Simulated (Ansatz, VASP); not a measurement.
One calculation of HfF, two programs

```
Hf F
1.0
     0.00000    2.56383    2.56383
     2.56383    0.00000    2.56383
     2.56383    2.56383    0.00000
Hf F
1 1
Direct
  0.00000 0.00000 0.00000
  0.75000 0.75000 0.75000
```

Alike in both runs: task single point; functional PBE; k mesh 6 × 6 × 6; occupations gaussian, width 0.1 eV; no spin polarisation.

|  | VASP | Ansatz |
| --- | --- | --- |
| version | VASP 6.6.1 | Ansatz 0.2.0 |
| potentials or method | VASP PAW PBE potentials, release 64 (Hf_pv, F) | scalar-relativistic, plane waves, PAW |
| plane-wave cutoff (eV) | 520 | 420 |
| valence electrons in the cell | 17 | 33 |

Ansatz gave:

- gap on the k mesh at the Fermi level (eV): none
- pressure (GPa): -1.4

Which values does VASP return?

gap on the k mesh at the Fermi level (eV): none; pressure (GPa): -3.3.

A gap of «none» marks a metal or a gap that the smearing closes. The functional is the same, so the differences come from potentials, cutoffs and numerics. The two sets of potentials don't hold the same shells in valence.

Caveats: an odd number of electrons without spin polarisation forces a metal; a magnetic or distorted state may lie lower. The runs have no spin-orbit coupling, so splittings on Hf are missing.
